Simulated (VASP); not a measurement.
An input for Ansatz (written as the equivalent of a VASP run, and not itself run):

Ansatz 0.2 input:
```yaml
crystal:
  lattice:
    - [0.0000000, 3.1214953, 3.1214953]
    - [3.1214953, 0.0000000, 3.1214953]
    - [3.1214953, 3.1214953, 0.0000000]
  atoms:
    - { symbol: Ba, position: [0.0000000, 0.0000000, 0.0000000] }
    - { symbol: Te, position: [0.5000000, 0.5000000, 0.5000000] }
kpoints:
  mp_grid: { grid: [7, 7, 7] }
hamiltonian:
  xc: lda
  pseudopotentials: { kind: paw }
scf:
  occupations: { method: gaussian, width: 0.05 }
  max_iter: 100
relax:
  max_steps: 40
  f_tol: 0.02
  cell: { p_target: 20 }
output: { forces: true, stress: true, eigenvalues: true }
```

Q: Translate this input to VASP (INCAR, KPOINTS, POSCAR, choice of POTCAR).

A: Several could match; the one computed here: 
**INCAR**
```
# general
SYSTEM  = BaTe
PREC    = Accurate
ENCUT   = 500
LREAL   = .FALSE.
LASPH   = .TRUE.

# electronic loop
EDIFF   = 1E-6
NELM    = 100
ALGO    = Normal
LMAXMIX = 4

# smearing
ISMEAR  = 0
SIGMA   = 0.05

# ions
IBRION  = 2
NSW     = 40
ISIF    = 3
EDIFFG  = -0.02
PSTRESS = 200

# output
LWAVE   = .FALSE.
LCHARG  = .FALSE.
```

**POSCAR**
```
BaTe
1.0
  0.0000000000   3.1214953055   3.1214953055
  3.1214953055   0.0000000000   3.1214953055
  3.1214953055   3.1214953055   0.0000000000
Ba Te
1 1
Cartesian
  0.0000000000   0.0000000000   0.0000000000
  3.1214953055   3.1214953055   3.1214953055
```

File KPOINTS:
```
Automatic mesh
0
Gamma
7 7 7
0 0 0
```

POTCAR, in this order: Ba_sv Te (LDA.64 set). Program: vasp_std.

What does not carry over: each code has its own PAW files, so the cut-off isn't converted (ENCUT is set for VASP's; basis.ecutwfc is left out, and Ansatz then takes the one that its files recommend); Ansatz stops its SCF on the density residual and VASP on the energy change (EDIFF); Ansatz's lda is the Perdew-Wang form, while the LDA potentials of VASP carry Perdew-Zunger's.

The compound is BaTe in the rock salt structure. It was relaxed first under an external pressure of 20 GPa.
